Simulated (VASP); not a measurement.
An input for Quantum ESPRESSO's pw.x (written as the equivalent of a VASP run, and not itself run):

```
&CONTROL
  calculation = 'vc-relax'
  pseudo_dir = './pseudo'
  outdir = './out'
  tprnfor = .true.
  tstress = .true.
  nstep = 60
  forc_conv_thr = 0.00039
/
&SYSTEM
  ibrav = 0
  nat = 1
  ntyp = 1
  ecutwfc = 62.5
  occupations = 'smearing'
  smearing = 'methfessel-paxton'
  degauss = 0.00735
  input_dft = 'vdw-df2-b86r'
/
&ELECTRONS
  conv_thr = 7.3e-08
  electron_maxstep = 100
/
&IONS
/
&CELL
/
ATOMIC_SPECIES
  Pb 207.200 Pb.upf
CELL_PARAMETERS angstrom
     0.0000000    2.4750000    2.4750000
     2.4750000    0.0000000    2.4750000
     2.4750000    2.4750000    0.0000000
ATOMIC_POSITIONS crystal
  Pb   0.0000000  0.0000000  0.0000000
K_POINTS automatic
  11 11 11 0 0 0
```

**Question.** Write the VASP files for the same calculation (rev-vdW-DF2).

**Answer.** Several could match; the one computed here: 
### POSCAR
```
Pb
1.0
  0.0000000000   2.4750000000   2.4750000000
  2.4750000000   0.0000000000   2.4750000000
  2.4750000000   2.4750000000   0.0000000000
Pb
1
direct
  0.0000000000   0.0000000000   0.0000000000
```

**INCAR**
```
SYSTEM = Pb
PREC = Accurate
ENCUT = 520
EDIFF = 1E-6
NELM = 100
ALGO = Normal
LREAL = .FALSE.
LASPH = .TRUE.
ISMEAR = 1
SIGMA = 0.1
GGA = MK
PARAM1 = 0.1234568
PARAM2 = 0.7114
ZAB_VDW = -1.8867
LUSE_VDW = .TRUE.
AGGAC = 0.0
LMAXMIX = 4
LWAVE = .FALSE.
LCHARG = .FALSE.
IBRION = 2
ISIF = 3
NSW = 60
EDIFFG = -0.01
```

File KPOINTS:
```
Automatic mesh
0
Gamma
11 11 11
0 0 0
```

POTCAR, in this order: Pb_d (PBE.64 set). Program: vasp_std.

The two are equivalent in intent, not identical: the potentials are each code's own (VASP's PAW set, PseudoDojo norm-conserving files in pw.x), so ENCUT and ecutwfc are chosen apart and not converted; conv_thr bounds pw.x's estimated SCF error, while EDIFF bounds the energy change between steps; forc_conv_thr acts on force components and is met together with etot_conv_thr.

The compound is Pb in the fcc structure. This run relaxes it. Symmetry was kept, so distortions that lower it aren't found.
